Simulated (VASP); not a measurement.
Energy against volume of SrVO$_{3}$ (cubic perovskite). These are vdW-DF-cx, VASP's PBE PAW potentials (set 64) (plane waves; VASP) values and carry that method's errors. Run with 520 eV cut-off, 8×8×8 Γ-centred mesh, first-order Methfessel-Paxton smearing of 0.10 eV, potentials Sr_sv V_sv O.

| V (Å³/atom) | E (eV/atom) |
|---|---|
| 10.502 | -6.00651 |
| 10.838 | -6.02854 |
| 11.173 | -6.03587 |
| 11.508 | -6.03069 |

Fit these four points and predict the energy of the run at 11.843 Å³/atom.

A cubic in V^(−2/3), the third-order Birch-Murnaghan form, passes through the four points with V0 = 11.19 Å³/atom and B0 = 198 GPa, and gives -6.0148 eV/atom there. The run gave -6.0149 eV/atom, -0.1 meV/atom from the fit; all five points give B0 = 197 GPa.

The compound is SrVO3 in the cubic perovskite structure. It was relaxed first. The run is not spin-polarised, so no magnetic state was tried.
